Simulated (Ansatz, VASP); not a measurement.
# B7P7C48 (graphene/h-BP/graphene sandwich): VASP beside Ansatz

Wanted: the spread between two codes on one cell, functional and k mesh. Of the first pair: The structure shown is the start of the Ansatz relaxation below; VASP solves that cell, so the two are compared at the walk's first step.

Calculated with Ansatz 0.2.0; plane waves, with VASP 6.6.1 beside it; PBE with D3(BJ).

## (1) Set-up

The cell holds 62 atoms: 48 C, 7 B and 7 P. Its edges and angles: a = 8.507 Å, b = 8.507 Å, c = 20.910 Å, α = 90.0°, β = 90.0°, γ = 120.0°. As first built, before any earlier steps moved the atoms or strained the cell (in the runner's words): 12 cells of graphene (a = 2.46 A, strained -0.17 %) and 7 cells of h-BP (a = 3.21 A, +0.17 %) on one hexagonal cell, twist 10.89 deg; facing atoms 3.49, 3.42 A apart;; displaced by a Gaussian of 0.01 A. Vacuum lies along c.

## (2) Ansatz: relaxation, PBE with D3(BJ)

Ansatz runs on its default PAW (the set named soft_2) files.

The two programs are compared at the cell with which this relaxation starts, whose forces are those of its first step.

Input file input.yaml:

```yaml
crystal:
  lattice:
    - [8.5073, 0.0, 0.0]
    - [-4.25365, 7.36754, 0.0]
    - [0.0, 0.0, 20.91]
  atoms:
    - { symbol: C, position: [0.16529, 0.66862, 0.33506] }
    - { symbol: C, position: [0.16595, 0.49992, 0.33434] }
    - { symbol: C, position: [0.33278, 0.99874, 0.33467] }
    - { symbol: C, position: [0.33128, 0.83293, 0.33507] }
    - { symbol: C, position: [0.16841, 0.16815, 0.3343] }
    - { symbol: C, position: [0.16574, 0.99907, 0.33378] }
    - { symbol: C, position: [0.33428, 0.49922, 0.33451] }
    - { symbol: C, position: [0.33495, 0.33267, 0.33481] }
    - { symbol: C, position: [0.49978, 0.83453, 0.33437] }
    - { symbol: C, position: [0.49805, 0.66661, 0.33495] }
    - { symbol: C, position: [0.50116, 0.33242, 0.33422] }
    - { symbol: C, position: [0.50029, 0.16587, 0.33479] }
    - { symbol: C, position: [0.66747, 0.66762, 0.33513] }
    - { symbol: C, position: [0.66784, 0.49831, 0.33523] }
    - { symbol: C, position: [0.83384, 0.9996, 0.33513] }
    - { symbol: C, position: [0.83243, 0.83406, 0.33476] }
    - { symbol: C, position: [0.66647, 0.16573, 0.33484] }
    - { symbol: C, position: [0.66726, 0.00061, 0.33437] }
    - { symbol: C, position: [0.83245, 0.50152, 0.33493] }
    - { symbol: C, position: [0.8335, 0.33434, 0.33497] }
    - { symbol: C, position: [0.99936, 0.83333, 0.33452] }
    - { symbol: C, position: [0.00161, 0.66645, 0.33436] }
    - { symbol: C, position: [0.99885, 0.33277, 0.33462] }
    - { symbol: C, position: [0.99871, 0.16644, 0.33471] }
    - { symbol: B, position: [0.77684, 0.59836, 0.50102] }
    - { symbol: P, position: [0.82856, 0.41225, 0.50141] }
    - { symbol: B, position: [0.92157, 0.02993, 0.50149] }
    - { symbol: P, position: [0.96611, 0.83493, 0.50173] }
    - { symbol: B, position: [0.0651, 0.45769, 0.50138] }
    - { symbol: P, position: [0.1096, 0.26622, 0.50161] }
    - { symbol: B, position: [0.2039, 0.88458, 0.50192] }
    - { symbol: P, position: [0.25352, 0.6971, 0.50239] }
    - { symbol: B, position: [0.34784, 0.31346, 0.50236] }
    - { symbol: P, position: [0.39647, 0.12377, 0.50054] }
    - { symbol: B, position: [0.49183, 0.74251, 0.50211] }
    - { symbol: P, position: [0.54021, 0.55396, 0.50184] }
    - { symbol: B, position: [0.63642, 0.17339, 0.50117] }
    - { symbol: P, position: [0.68323, 0.98316, 0.50202] }
    - { symbol: C, position: [0.70095, 0.60838, 0.66582] }
    - { symbol: C, position: [0.70068, 0.4406, 0.66471] }
    - { symbol: C, position: [0.86605, 0.94183, 0.66464] }
    - { symbol: C, position: [0.86329, 0.774, 0.66533] }
    - { symbol: C, position: [0.701, 0.1084, 0.66456] }
    - { symbol: C, position: [0.69794, 0.94148, 0.66648] }
    - { symbol: C, position: [0.86709, 0.44182, 0.66508] }
    - { symbol: C, position: [0.86451, 0.27347, 0.6651] }
    - { symbol: C, position: [0.03011, 0.77248, 0.66572] }
    - { symbol: C, position: [0.03307, 0.60899, 0.66544] }
    - { symbol: C, position: [0.03188, 0.27347, 0.66481] }
    - { symbol: C, position: [0.03227, 0.10963, 0.66481] }
    - { symbol: C, position: [0.20172, 0.61136, 0.66621] }
    - { symbol: C, position: [0.19937, 0.44082, 0.6655] }
    - { symbol: C, position: [0.36733, 0.94327, 0.66515] }
    - { symbol: C, position: [0.36653, 0.77746, 0.66519] }
    - { symbol: C, position: [0.20031, 0.10835, 0.66499] }
    - { symbol: C, position: [0.1992, 0.94265, 0.66467] }
    - { symbol: C, position: [0.36614, 0.44233, 0.66502] }
    - { symbol: C, position: [0.3679, 0.27452, 0.66571] }
    - { symbol: C, position: [0.53081, 0.77395, 0.66485] }
    - { symbol: C, position: [0.534, 0.611, 0.66487] }
    - { symbol: C, position: [0.53181, 0.2746, 0.66569] }
    - { symbol: C, position: [0.53572, 0.10935, 0.66552] }
kpoints:
  mp_grid: { grid: [3, 3, 1] }
hamiltonian:
  xc: pbe
  dispersion: d3bj
scf:
  occupations: { method: gaussian, width: 0.05 }
output:
  forces: true
relax:
  f_tol: 0.05
  max_steps: 120
```

Started as:

```console
$ ansatz run input.yaml --threads 8 --pin off --max-ram 15872MiB --backend cpu --events-out ev --progress --plain --runs-dir out
```

Numbers of over 12 decimals in the logs are rounded to 6 here.

What it wrote:

```text
Engine: ansatz 0.2.0, aarch64-unknown-linux-gnu
Pseudopotentials: kind: paw
Pseudopotential: C, paw, valence charge 4, recommended cutoff 420 eV (normal), C.paw.azcp
Pseudopotential: B, paw, valence charge 3, recommended cutoff 420 eV (normal), B.paw.azcp
Pseudopotential: P, paw, valence charge 5, recommended cutoff 420 eV (normal), P.paw.azcp
Functional definition: PBE
  parameter kappa = 0.804
  parameter beta = 0.066725
  exchange = pbe_x(kappa = kappa, mu = beta*pi^2/3)
  correlation = pbe_c(beta = beta)
Crystal: 62 atoms, lattice volume = 1310.594 Å³
Basis set: ecut = 420 eV, 25707 PW (Γ), exchange–correlation on 120×120×288 points (8 copies of the dense FFT grid, shifted against one another)
Bands: 186, of which v1, the nominal top of the filled ones, is band 124 counted from 1 (123 counted from 0)
Symmetry: 1 space group operations
Space group: P1 (ITA 1), of the structure as read, at distance tolerance 1.1e-4 Å
k-points: 5 of 9 (time reversal used)
Non-local potential: C, projectors of the file, l = 0: 2, l = 1: 2, l = 2: 1
Non-local potential: B, projectors of the file, l = 0: 2, l = 1: 2, l = 2: 1
Non-local potential: P, projectors of the file, l = 0: 2, l = 1: 2, l = 2: 2
PAW form: soft (Blöchl's): semilocal exchange-correlation on the pseudo side does not see the compensation charge
PAW one-centre angular grid: C, 110 points (default); XC on 64 Gauss nodes
PAW one-centre angular grid: B, 110 points (default); XC on 64 Gauss nodes
PAW one-centre angular grid: P, 110 points (default); XC on 64 Gauss nodes
Initial density: superposition of atomic densities (neutral atoms: chi_scale 0, normalization atom), corrected by the library's trained network
Initial wavefunctions: pseudopotential atomic-orbital guess
Functional: x = pbe(κ = 0.804, μ = 0.219515), c = pbe(β = 0.066725)
SCF iter   1: F=—  HF=-18434.588637 eV  |F-HF|=—  |Δ(HF+E_count)|=         —  Δρ=2.71e-3  dr2=1.93e-1  ethr=1.77e-3  ⟨swp⟩=12.2  Hψ=6821  notcnv=0  defer=180
preconditioner: auto → LDOS  [metal: Δε(μ)=0.033 eV  Ē_g=13.488 eV  σ=0.050 eV  W_gap=0.33  n_scr=186 (ndim 8)  ℏωp=16.2 eV  f_vac=0.499  D(μ)=10.59/eV (n_scr^D=38)  β→1.0]
SCF iter   2: F=—  HF=-18434.561502 eV  |F-HF|=—  |Δ(HF+E_count)|=   2.71e-2  Δρ=1.31e-3  dr2=4.23e-2  ethr=7.79e-5  ⟨swp⟩=2.0  Hψ=1579  notcnv=0  defer=269
SCF iter   3: F=—  HF=-18434.555495 eV  |F-HF|=—  |Δ(HF+E_count)|=   6.01e-3  Δρ=5.82e-4  dr2=1.14e-2  ethr=1.71e-5  ⟨swp⟩=2.4  Hψ=1200  notcnv=0  defer=269
SCF iter   4: F=—  HF=-18434.553611 eV  |F-HF|=—  |Δ(HF+E_count)|=   1.88e-3  Δρ=1.88e-4  dr2=1.80e-3  ethr=4.61e-6  ⟨swp⟩=2.6  Hψ=1176  notcnv=0  defer=269
SCF iter   5: F=—  HF=-18434.553381 eV  |F-HF|=—  |Δ(HF+E_count)|=   2.31e-4  Δρ=7.50e-5  dr2=1.64e-4  ethr=7.27e-7  ⟨swp⟩=2.0  Hψ=1187  notcnv=0  defer=264
SCF iter   6: F=-18434.553423 eV  HF=-18434.553413 eV  |F-HF|=9.97e-6  |Δ(HF+E_count)|=   3.26e-5  Δρ=3.55e-5  dr2=3.11e-5  ethr=2.52e-8  ⟨swp⟩=3.0  Hψ=3247  notcnv=0
SCF 1 converged in 6 iterations: F = -18434.553423 eV  dr2 = 3.11e-5
  greatest PAW one-centre occupation: 0.776 electrons in one spin orbital (limit 2), on the P atom at site 29 (counted from 0), in its partial waves of l = 0
relax step   1: F+E_penalty+E_count = -18434.55342324 eV  Δ(F+E_penalty+E_count) = +0.000e0 eV  max|allowed force component| = 1.816e0 eV/Å  Δτ_max = 0.0000 Å  (6 SCF iters, dr2 threshold 6.25e-5 eV, accepted)
Initial density: handed on by an earlier stage of this run
Initial wavefunctions: those handed on with the density
SCF iter   1: F=—  HF=-18437.634245 eV  |F-HF|=—  |Δ(HF+E_count)|=         —  Δρ=2.93e-2  dr2=9.86e0  ethr=3.10e-3  ⟨swp⟩=6.0  Hψ=3632  notcnv=0  defer=121
preconditioner: auto → LDOS  [metal: Δε(μ)=0.007 eV  Ē_g=13.404 eV  σ=0.050 eV  W_gap=0.08  n_scr=186 (ndim 8)  ℏωp=16.2 eV  f_vac=0.480  D(μ)=12.97/eV (n_scr^D=50)  β→1.0]
SCF iter   2: F=—  HF=-18436.760645 eV  |F-HF|=—  |Δ(HF+E_count)|=   8.74e-1  Δρ=1.51e-2  dr2=7.72e0  ethr=3.10e-3  ⟨swp⟩=3.0  Hψ=1741  notcnv=0  defer=277
SCF iter   3: F=—  HF=-18434.829128 eV  |F-HF|=—  |Δ(HF+E_count)|=    1.93e0  Δρ=2.30e-3  dr2=1.33e-1  ethr=3.10e-3  ⟨swp⟩=3.0  Hψ=1189  notcnv=0  defer=277
SCF iter   4: F=—  HF=-18434.813017 eV  |F-HF|=—  |Δ(HF+E_count)|=   1.61e-2  Δρ=7.68e-4  dr2=1.68e-2  ethr=5.35e-5  ⟨swp⟩=3.2  Hψ=1570  notcnv=0  defer=269
SCF iter   5: F=—  HF=-18434.809871 eV  |F-HF|=—  |Δ(HF+E_count)|=   3.15e-3  Δρ=2.68e-4  dr2=1.58e-3  ethr=6.79e-6  ⟨swp⟩=2.0  Hψ=1101  notcnv=0  defer=269
SCF iter   6: F=—  HF=-18434.809762 eV  |F-HF|=—  |Δ(HF+E_count)|=   1.10e-4  Δρ=1.06e-4  dr2=5.41e-4  ethr=6.38e-7  ⟨swp⟩=2.8  Hψ=1170  notcnv=0  defer=269
SCF iter   7: F=-18434.809662 eV  HF=-18434.809702 eV  |F-HF|=3.99e-5  |Δ(HF+E_count)|=   5.94e-5  Δρ=4.30e-5  dr2=7.85e-5  ethr=4.03e-8  ⟨swp⟩=3.0  Hψ=3216  notcnv=0
SCF 2 converged in 7 iterations: F = -18434.809662 eV  dr2 = 7.85e-5
[...]
E_ewald      = 29951.608243
  E_disp       = -8.742763  (pairwise vdW)
  E_smearing   = -0.023198  (= −TS)
  E_closure    = 0.000000  (closes the sum)
  Σ components = -18434.934912   (vs F -18434.934912, Δ=0.00e0)
--- Forces (eV/Å), atoms counted from 1 ---
  atom   1  C      0.00458175    -0.01426806     0.00484671
  atom   2  C     -0.00706381     0.01920831     0.00200329
  atom   3  C     -0.00601467    -0.00888740     0.00172573
  atom   4  C     -0.00296770     0.00403214     0.00049247
  atom   5  C      0.00491525    -0.01726232     0.00219515
  atom   6  C      0.00224147     0.01155555    -0.00069411
  atom   7  C      0.01070055     0.00095976    -0.00181358
  atom   8  C      0.01706662     0.01399052     0.00681317
  atom   9  C     -0.00544836    -0.01548597     0.00117011
  atom  10  C      0.00547532    -0.00202517     0.00429963
  atom  11  C     -0.00704654    -0.00622024    -0.00257160
  atom  12  C     -0.00382548     0.00830186     0.00283953
  atom  13  C     -0.00784573    -0.02121205     0.00012270
  atom  14  C     -0.01395739     0.01422070     0.00291287
  atom  15  C     -0.00652257     0.00192860     0.00279979
  atom  16  C      0.00457291     0.01383530    -0.00039104
  atom  17  C      0.01046018    -0.00730488     0.00029753
  atom  18  C      0.00825303     0.01521784    -0.00122421
  atom  19  C      0.01231114    -0.00892616     0.00192665
  atom  20  C      0.00577883     0.00508972     0.00068340
  atom  21  C      0.00005783    -0.00817177     0.00497058
  atom  22  C     -0.00776923     0.01060045    -0.00209949
  atom  23  C     -0.01164131    -0.00879401     0.00141514
  atom  24  C     -0.00621448    -0.00041056     0.00054790
[...]
atom  55  C     -0.01809111     0.00372477     0.00007684
  atom  56  C     -0.01350853    -0.01068118    -0.00538936
  atom  57  C      0.01157830    -0.00993057    -0.00124169
  atom  58  C     -0.01800282     0.01773702    -0.00398270
  atom  59  C     -0.01308267     0.02902210    -0.00218542
  atom  60  C      0.00892370    -0.02082570     0.00044498
  atom  61  C      0.01165489     0.01688859    -0.00132633
  atom  62  C      0.01532682    -0.01249761    -0.00033153
  max |Σ_I F_I| component: 2.17e-5 eV/Å
--- Relaxed structure (5 steps of the walk, 5 accepted, 0 SCFs on fresh bases) ---
  F+E_penalty+E_count = -18434.93491216 eV   max|allowed force component| = 2.902e-2 eV/Å
  atoms:
    - { symbol: C, position: [0.166638, 0.666834, 0.328883] }
    - { symbol: C, position: [0.166526, 0.499933, 0.329109] }
    - { symbol: C, position: [0.333237, 1.000053, 0.328643] }
    - { symbol: C, position: [0.333209, 0.833378, 0.328635] }
    - { symbol: C, position: [0.166545, 0.166774, 0.329110] }
    - { symbol: C, position: [0.166582, 0.999964, 0.328933] }
    - { symbol: C, position: [0.333201, 0.500042, 0.329423] }
    - { symbol: C, position: [0.333168, 0.333338, 0.329411] }
    - { symbol: C, position: [0.500024, 0.833479, 0.328500] }
    - { symbol: C, position: [0.499937, 0.666786, 0.329051] }
    - { symbol: C, position: [0.499983, 0.333379, 0.329109] }
    - { symbol: C, position: [0.499980, 0.166749, 0.328510] }
    - { symbol: C, position: [0.666632, 0.666804, 0.328997] }
    - { symbol: C, position: [0.666609, 0.500004, 0.329026] }
    - { symbol: C, position: [0.833192, 1.000004, 0.328335] }
    - { symbol: C, position: [0.833194, 0.833357, 0.328707] }
    - { symbol: C, position: [0.666587, 0.166779, 0.328106] }
    - { symbol: C, position: [0.666561, -1.4990732009296755e-5, 0.328047] }
    - { symbol: C, position: [0.833227, 0.500012, 0.328715] }
    - { symbol: C, position: [0.833174, 0.333347, 0.328345] }
    - { symbol: C, position: [0.999961, 0.833391, 0.328815] }
    - { symbol: C, position: [-4.0293921158951473e-5, 0.666725, 0.328884] }
    - { symbol: C, position: [0.999960, 0.333397, 0.328685] }
    - { symbol: C, position: [0.999939, 0.166708, 0.328664] }
    - { symbol: B, position: [0.778100, 0.600177, 0.500423] }
    - { symbol: P, position: [0.825780, 0.409743, 0.500548] }
    - { symbol: B, position: [0.921075, 0.028817, 0.500426] }
    - { symbol: P, position: [0.968660, 0.838306, 0.500223] }
    - { symbol: B, position: [0.063913, 0.457326, 0.500260] }
    - { symbol: P, position: [0.111541, 0.266932, 0.500462] }
    - { symbol: B, position: [0.206762, 0.885973, 0.500569] }
    - { symbol: P, position: [0.254312, 0.695414, 0.500393] }
    - { symbol: B, position: [0.349584, 0.314465, 0.500356] }
    - { symbol: P, position: [0.397132, 0.123965, 0.500313] }
    - { symbol: B, position: [0.492443, 0.743012, 0.500341] }
    - { symbol: P, position: [0.540075, 0.552518, 0.500340] }
    - { symbol: B, position: [0.635225, 0.171602, 0.500374] }
    - { symbol: P, position: [0.682937, 0.981160, 0.500417] }
[...]
- { symbol: C, position: [0.199385, 0.108550, 0.671266] }
    - { symbol: C, position: [0.199420, 0.941878, 0.671392] }
    - { symbol: C, position: [0.365942, 0.441945, 0.671836] }
    - { symbol: C, position: [0.365906, 0.275091, 0.671366] }
    - { symbol: C, position: [0.532608, 0.775058, 0.672530] }
    - { symbol: C, position: [0.532593, 0.608612, 0.672402] }
    - { symbol: C, position: [0.532578, 0.275067, 0.671489] }
    - { symbol: C, position: [0.532604, 0.108604, 0.671649] }
```

[end of part 1 of 3]

[Lines on the potential files, build, host, timing and source positions are cut from VASP's logs without a mark.]

[Logs are printed without paths, hosts, clocks, repeated set-up lines and the standing remarks that a program may print on its own settings, such as how far it seeks lower states.]

[Hosts, paths, dates, database ids (printed as entryN), source tags and the programs' standing remarks are cut or masked in the printed files.]
